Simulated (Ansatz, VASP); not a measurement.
# Cross-check of ZnNi between VASP and Ansatz

One calculation is typed for both programs; each brings its own data sets. How far apart do they land? The cell is taken from a series of runs on this material, whose earlier steps may have relaxed, scaled, displaced or heated it; both programs get it as it stands.

Main program and level: Ansatz 0.2.0; plane waves, with VASP 6.6.1 beside it; zone-centre phonons at PBEsol.

### 1. Starting point

It takes space group P4/mmm (No. 123, tetragonal). The conventional cell has a = 2.659 Å, b = 2.659 Å, c = 3.244 Å, α = 90.00°, β = 90.00°, γ = 90.00°. Nearest to Zn lie 8 Ni at 2.48 Å and 4 Zn at 2.66 Å. Nearest to Ni lie 8 Zn at 2.48 Å and 4 Ni at 2.66 Å. Farther neighbours are not listed.

### 2. VASP: zone-centre phonons, PBEsol

Second derivatives magnify differences that forces hide, and they need a tight electronic threshold.

Lines of VASP's logs that name or quote its potential files are left out, and so is its time.

Input file INCAR:

```
SYSTEM = ZnNi
PREC = Accurate
ENCUT = 600
EDIFF = 1E-08
NELM = 120
ISMEAR = -1
SIGMA = 0.1
LREAL = .FALSE.
ALGO = Normal
GGA = PS
NBANDS = 17
LASPH = .TRUE.
LORBIT = 11
LWAVE = .FALSE.
LCHARG = .FALSE.
ISIF = 2
IBRION = 8
GGA_COMPAT = .FALSE.
KPAR = 2
```

Input file POSCAR:

```
ZnNi
1.0
    2.6585393806      0.0000000000      0.0000000000
    0.0000000000      2.6585393806      0.0000000000
    0.0000000000      0.0000000000      3.2441670669
Zn Ni
1 1
Direct
    0.5000000000      0.5000000000      0.5000000000
    0.0000000000      0.0000000000      0.0000000000
```

Input file KPOINTS:

```
Automatic mesh
0
Gamma
20 20 16
0 0 0
```

The projector-augmented-wave data sets are Zn and Ni (PBE family, release 64).

The run is started by

```
$ mpirun -np 2 vasp_std
```

Numbers of over 12 decimals in the logs are rounded to 6 here.

What it wrote:

```text
[banner, memory and clock lines left out]
running    2 mpi-ranks, on    1 nodes
 distrk:  each k-point on    1 cores,    2 groups
 distr:  one band on    1 cores,    1 groups

 POSCAR found type information on POSCAR ZnNi
 POSCAR found :  2 types and       2 ions
|                                                                             |
|               ----> ADVICE to this user running VASP <----                  |
|                                                                             |
|     You enforced a specific xc type in the INCAR file but a different       |
|     [... a line on the potential file left out ...]
|     I HOPE YOU KNOW WHAT YOU ARE DOING!                                     |
|                                                                             |

 LDA part: xc-table for (Slater+PW92), standard interpolation
 POSCAR, INCAR and KPOINTS ok, starting setup
 FFT: planning ... GRIDC
 FFT: planning ... GRID_SOFT
 FFT: planning ... GRID
 WAVECAR not read
 entering main loop
       N       E                     dE             d eps       ncg     rms          rms(c)
DAV:   1     0.998241048970E+02    0.99824E+02   -0.11849E+04 21652   0.220E+03
DAV:   2    -0.568196067871E+01   -0.10551E+03   -0.10149E+03 20377   0.302E+02
DAV:   3    -0.937355435052E+01   -0.36916E+01   -0.36566E+01 22524   0.682E+01
DAV:   4    -0.940858653364E+01   -0.35032E-01   -0.35021E-01 25039   0.581E+00
DAV:   5    -0.940934070790E+01   -0.75417E-03   -0.75413E-03 22842   0.789E-01    0.112E+01
DAV:   6    -0.982186148196E+01   -0.41252E+00   -0.14100E+01 21031   0.662E+01    0.110E+01
DAV:   7    -0.832580064459E+01    0.14961E+01   -0.67524E+00 22515   0.715E+01    0.386E+00
DAV:   8    -0.829175012530E+01    0.34051E-01   -0.21195E-01 26129   0.786E+00    0.153E+00
DAV:   9    -0.828222225917E+01    0.95279E-02   -0.11244E-02 26468   0.143E+00    0.269E-01
DAV:  10    -0.828192421258E+01    0.29805E-03   -0.69003E-04 26031   0.308E-01    0.652E-02
DAV:  11    -0.828191631700E+01    0.78956E-05   -0.44750E-05 26108   0.109E-01    0.138E-02
DAV:  12    -0.828191658743E+01   -0.27043E-06   -0.67634E-06 23815   0.537E-02    0.981E-03
DAV:  13    -0.828191607647E+01    0.51096E-06   -0.75882E-07 29081   0.236E-02    0.189E-03
DAV:  14    -0.828191592500E+01    0.15147E-06   -0.41011E-08 21069   0.254E-03    0.497E-04
DAV:  15    -0.828191592393E+01    0.10764E-08   -0.21711E-09 11064   0.750E-04
   1 F= -.82819159E+01 E0= -.82712668E+01  d E =-.212983E-01
 Linear response reoptimize wavefunctions to high precision
DAV:   1    -0.828191592962E+01   -0.56903E-08   -0.67248E-10 11455   0.429E-04
DAV:   2    -0.828191592962E+01   -0.18190E-11   -0.95268E-11 10615   0.929E-05
 Linear response DOF=           4
 Linear response progress:
  Degree of freedom:   1/  4
       N       E                     dE             d eps       ncg     rms          rms(c)
RMM:   1    -0.202445542381E+00   -0.20245E+00    0.54761E-02 49325   0.249E+00
RMM:   2    -0.202921286085E+00   -0.47574E-03   -0.29538E-03 55056   0.575E-01    0.515E-02
RMM:   3    -0.202871770826E+00    0.49515E-04   -0.31846E-04 63052   0.119E-01    0.313E-02
RMM:   4    -0.202738892642E+00    0.13288E-03   -0.41615E-05 65302   0.505E-02    0.341E-03
RMM:   5    -0.202751005379E+00   -0.12113E-04   -0.76513E-07 66082   0.801E-03    0.193E-03
RMM:   6    -0.202755100541E+00   -0.40952E-05   -0.10399E-07 63678   0.311E-03    0.156E-03
RMM:   7    -0.202762060802E+00   -0.69603E-05   -0.35253E-08 60163   0.214E-03    0.107E-04
RMM:   8    -0.202761924114E+00    0.13669E-06   -0.10532E-08 70157   0.616E-04    0.487E-05
RMM:   9    -0.202761223656E+00    0.70046E-06   -0.40434E-09 68935   0.195E-04    0.277E-05
RMM:  10    -0.202761107701E+00    0.11595E-06   -0.36186E-09 69571   0.102E-04    0.438E-06
RMM:  11    -0.202761096564E+00    0.11138E-07   -0.33492E-09 70596   0.650E-05    0.222E-06
RMM:  12    -0.202761092264E+00    0.42992E-08   -0.32311E-09 68170   0.523E-05    0.688E-07
 first order change of Fermi-energy  -0.29916E-03
 force on displaced ion       1 direction 1 :  -5.715   0.000   0.000
 Linear response progress:
  Degree of freedom:   2/  4
       N       E                     dE             d eps       ncg     rms          rms(c)
RMM:   1    -0.209875137650E+00   -0.20988E+00    0.58628E-02 26591   0.261E+00
RMM:   2    -0.210197581648E+00   -0.32244E-03   -0.43191E-03 30036   0.722E-01    0.680E-02
RMM:   3    -0.210281345412E+00   -0.83764E-04   -0.51162E-04 34311   0.157E-01    0.381E-02
RMM:   4    -0.210258616331E+00    0.22729E-04   -0.32441E-05 35868   0.460E-02    0.707E-03
RMM:   5    -0.210257784668E+00    0.83166E-06   -0.18427E-06 36792   0.113E-02    0.210E-03
RMM:   6    -0.210257443461E+00    0.34121E-06   -0.22829E-07 34299   0.452E-03    0.175E-03
RMM:   7    -0.210257509371E+00   -0.65910E-07   -0.50129E-08 33899   0.278E-03    0.260E-04
RMM:   8    -0.210258951437E+00   -0.14421E-05   -0.18477E-08 37455   0.806E-04    0.816E-05
RMM:   9    -0.210259213752E+00   -0.26232E-06   -0.46925E-09 37999   0.261E-04    0.359E-05
RMM:  10    -0.210259034251E+00    0.17950E-06   -0.36404E-09 37275   0.122E-04    0.153E-05
RMM:  11    -0.210258931730E+00    0.10252E-06   -0.31411E-09 37572   0.806E-05    0.423E-06
RMM:  12    -0.210258904476E+00    0.27254E-07   -0.32502E-09 39489   0.623E-05    0.706E-07
RMM:  13    -0.210258900813E+00    0.36633E-08   -0.32484E-09 34594   0.545E-05    0.328E-07
 first order change of Fermi-energy  -0.43812E-03
 force on displaced ion       1 direction 3 :   0.000   0.000  -8.229
 Linear response progress:
  Degree of freedom:   3/  4
       N       E                     dE             d eps       ncg     rms          rms(c)
RMM:   1    -0.182543357390E+00   -0.18254E+00   -0.88277E-02 60780   0.232E+00
RMM:   2    -0.181479297760E+00    0.10641E-02   -0.37937E-03 56083   0.548E-01    0.116E-01
RMM:   3    -0.181316285082E+00    0.16301E-03   -0.31507E-04 60563   0.155E-01    0.701E-02
RMM:   4    -0.181427857642E+00   -0.11157E-03   -0.20959E-04 63000   0.106E-01    0.756E-03
RMM:   5    -0.181430254635E+00   -0.23970E-05   -0.83885E-06 64693   0.258E-02    0.554E-03
RMM:   6    -0.181431184100E+00   -0.92947E-06   -0.96108E-07 58458   0.104E-02    0.308E-03
RMM:   7    -0.181434324464E+00   -0.31404E-05   -0.14382E-07 63219   0.399E-03    0.604E-04
RMM:   8    -0.181430450188E+00    0.38743E-05   -0.27563E-08 68036   0.116E-03    0.171E-04
RMM:   9    -0.181428299665E+00    0.21505E-05   -0.72208E-09 68462   0.380E-04    0.667E-05
RMM:  10    -0.181427717578E+00    0.58209E-06   -0.49585E-09 67095   0.174E-04    0.233E-05
RMM:  11    -0.181427464820E+00    0.25276E-06   -0.46958E-09 65505   0.109E-04    0.685E-06
RMM:  12    -0.181427524798E+00   -0.59977E-07   -0.44474E-09 67589   0.726E-05    0.224E-06
RMM:  13    -0.181427539509E+00   -0.14711E-07   -0.44732E-09 66901   0.560E-05    0.158E-06
RMM:  14    -0.181427547631E+00   -0.81221E-08   -0.43754E-09 56150   0.501E-05    0.466E-07
 first order change of Fermi-energy   0.19317E-02
 force on displaced ion       2 direction 1 :  -5.667   0.000   0.000
 Linear response progress:
  Degree of freedom:   4/  4
       N       E                     dE             d eps       ncg     rms          rms(c)
RMM:   1    -0.190221685645E+00   -0.19022E+00   -0.88264E-02 34534   0.243E+00
RMM:   2    -0.188162778377E+00    0.20589E-02   -0.38953E-03 29806   0.605E-01    0.128E-01
RMM:   3    -0.188289415526E+00   -0.12664E-03   -0.32162E-04 33410   0.163E-01    0.747E-02
RMM:   4    -0.188707556463E+00   -0.41814E-03   -0.13109E-04 35315   0.930E-02    0.851E-03
RMM:   5    -0.188725777202E+00   -0.18221E-04   -0.82005E-06 34845   0.255E-02    0.637E-03
RMM:   6    -0.188724818273E+00    0.95893E-06   -0.12040E-06 32842   0.120E-02    0.246E-03
RMM:   7    -0.188717061805E+00    0.77565E-05   -0.26944E-07 36546   0.439E-03    0.506E-04
RMM:   8    -0.188715216338E+00    0.18455E-05   -0.24580E-08 36145   0.131E-03    0.198E-04
RMM:   9    -0.188713516645E+00    0.16997E-05   -0.11090E-08 35948   0.461E-04    0.723E-05
RMM:  10    -0.188712335922E+00    0.11807E-05   -0.82146E-09 36903   0.227E-04    0.230E-05
RMM:  11    -0.188712464948E+00   -0.12903E-06   -0.84877E-09 36150   0.126E-04    0.420E-06
RMM:  12    -0.188712462137E+00    0.28102E-08   -0.80684E-09 38466   0.815E-05    0.210E-06
 first order change of Fermi-energy   0.19190E-02
 force on displaced ion       2 direction 3 :   0.000   0.000  -8.200
 Linear response finished
```

OUTCAR, selected parts (step 2):

```text
ion  position               nearest neighbor table
   1  0.500  0.500  0.500-   2 2.48   2 2.48   2 2.48   2 2.48   2 2.48   2 2.48   2 2.48   2 2.48

  LATTYP: Found a simple tetragonal cell.
 ALAT       =     2.6585393806
 C/A-ratio  =     1.2202817421

 Subroutine GETGRP returns: Found 16 space group operations
 (whereof 16 operations were pure point group operations)

The static configuration has the point symmetry D_4h.

 Found    594 irreducible k-points:

   k-points           NKPTS =    594   k-points in BZ     NKDIM =    594   number of bands    NBANDS=     17

   dimension x,y,z NGX =    24 NGY =   24 NGZ =   28
   dimension x,y,z NGXF=    48 NGYF=   48 NGZF=   56

   ENCUT  =  600.0 eV  44.10 Ry    6.64 a.u.   5.31  5.31  6.48*2*pi/ulx,y,z

   NELECT =      22.0000    total number of electrons

 k-points in reciprocal lattice and weights: Automatic mesh
   0.00000000  0.00000000  0.00000000       0.000
   0.05000000  0.00000000  0.00000000       0.001
   0.10000000  0.00000000  0.00000000       0.001
   0.15000000  0.00000000  0.00000000       0.001
   0.20000000  0.00000000  0.00000000       0.001
   0.25000000  0.00000000  0.00000000       0.001
   0.30000000  0.00000000  0.00000000       0.001
   0.35000000  0.00000000  0.00000000       0.001
   0.40000000  0.00000000  0.00000000       0.001
[...]
0.50000000  0.45000000  0.50000000       0.001
   0.50000000  0.50000000  0.50000000       0.000

 average (electrostatic) potential at core
       1 -32.7524       2 -84.4405

  Total        0.1219121      0.1219121      0.0687367      0.0000000      0.0000000      0.0000000
  in kB        8.5185939      8.5185939      4.8029727      0.0000000      0.0000000      0.0000000
  external PRESSURE =       7.2800535 kB  Pullay stress =       0.0000000 kB

  energy-cutoff  :      600.00
  volume of cell :       22.93
      direct lattice vectors                 reciprocal lattice vectors
     2.658539381  0.000000000  0.000000000     0.376146394  0.000000000  0.000000000
     0.000000000  2.658539381  0.000000000     0.000000000  0.376146394  0.000000000
     0.000000000  0.000000000  3.244167067     0.000000000  0.000000000  0.308245531

 POSITION                                       TOTAL-FORCE (eV/Angst)
 -----------------------------------------------------------------------------------
      1.32927      1.32927      1.62208         0.000000      0.000000      0.000000
      0.00000      0.00000      0.00000         0.000000      0.000000      0.000000
 -----------------------------------------------------------------------------------
    total drift:                                0.000000      0.000000     -0.000000

 Eigenvectors and eigenvalues of the dynamical matrix
 ----------------------------------------------------

   1 f  =    8.056138 THz    50.618205 2PiTHz  268.723822 cm-1    33.317493 meV
             X         Y         Z           dx          dy          dz
      1.329270  1.329270  1.622084    -0.000000    0.000000   -0.688387
      0.000000  0.000000  0.000000     0.000000    0.000000    0.725344

   2 f  =    6.704978 THz    42.128617 2PiTHz  223.653980 cm-1    27.729547 meV
             X         Y         Z           dx          dy          dz
      1.329270  1.329270  1.622084     0.689288    0.000000   -0.000000
      0.000000  0.000000  0.000000    -0.724487   -0.000000    0.000000

   3 f  =    6.704978 THz    42.128617 2PiTHz  223.653980 cm-1    27.729547 meV
             X         Y         Z           dx          dy          dz
      1.329270  1.329270  1.622084    -0.000000    0.689288    0.000000
      0.000000  0.000000  0.000000    -0.000000   -0.724487    0.000000

   4 f/i=    0.007063 THz     0.044377 2PiTHz    0.235588 cm-1     0.029209 meV
             X         Y         Z           dx          dy          dz
      1.329270  1.329270  1.622084     0.000000   -0.000000    0.725344
      0.000000  0.000000  0.000000    -0.000000    0.000000    0.688387

   5 f/i=    0.014211 THz     0.089292 2PiTHz    0.474038 cm-1     0.058773 meV
             X         Y         Z           dx          dy          dz
      1.329270  1.329270  1.622084     0.724487   -0.000000    0.000000
      0.000000  0.000000  0.000000     0.689288    0.000000    0.000000

   6 f/i=    0.014211 THz     0.089292 2PiTHz    0.474038 cm-1     0.058773 meV
             X         Y         Z           dx          dy          dz
      1.329270  1.329270  1.622084    -0.000000   -0.724487   -0.000000
      0.000000  0.000000  0.000000    -0.000000   -0.689288    0.000000

 ELASTIC MODULI CONTR FROM IONIC RELAXATION (kBar)
 Direction    XX          YY          ZZ          XY          YZ          ZX
 --------------------------------------------------------------------------------
 XX           0.0000      0.0000      0.0000      0.0000      0.0000      0.0000
 YY           0.0000      0.0000      0.0000      0.0000      0.0000      0.0000
 ZZ           0.0000      0.0000      0.0000      0.0000      0.0000      0.0000
 XY           0.0000      0.0000      0.0000      0.0000      0.0000      0.0000
 YZ           0.0000      0.0000      0.0000      0.0000      0.0000      0.0000
 ZX           0.0000      0.0000      0.0000      0.0000      0.0000      0.0000
 --------------------------------------------------------------------------------
```

This run has no spin polarisation, so a moment on Ni, if there is one, isn't seen.

[end of part 1 of 2]

[Lines on the potential files, build, host, timing and source positions are cut from VASP's logs without a mark.]

[Logs are printed without paths, hosts, clocks, repeated set-up lines and the standing remarks that a program may print on its own settings, such as how far it seeks lower states.]

[Hosts, paths, dates, database ids (printed as entryN), source tags and the programs' standing remarks are cut or masked in the printed files.]
